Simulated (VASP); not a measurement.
```xyz
2
Lattice="4.2482 0.0000 0.0000 0.0000 4.0782 0.0000 0.0000 0.0000 4.2482" Properties=species:S:1:pos:R:3 pbc="T T T"
Cs     0.0000     0.0000     0.0000
Br     2.1241     2.0391     2.1241
```

Level of theory: PBEsol GGA, VASP's PBE PAW potentials (set 64) (plane waves; VASP). Numerical set-up: 480 eV cut-off, 6×6×6 Γ-centred mesh, Gaussian smearing of 0.050 eV, potentials Cs_sv Br.

Unless said otherwise, spin-orbit coupling is left out, though it shifts the bands of the heavy elements here.

Q: Predict the energy per atom (σ→0), band gap (on the k-mesh) with the smallest direct gap where there is one.

A: 
```json
{
  "band gap (on the k-mesh)": "4.42 eV",
  "smallest direct gap (on the k-mesh)": "4.42 eV",
  "energy per atom (σ→0)": "-3.167 eV/atom"
}
```

Only differences to runs with the same potentials and settings are physical.

The compound is CsBr in the CsCl type structure. This cell was strained or had an atom moved on purpose.
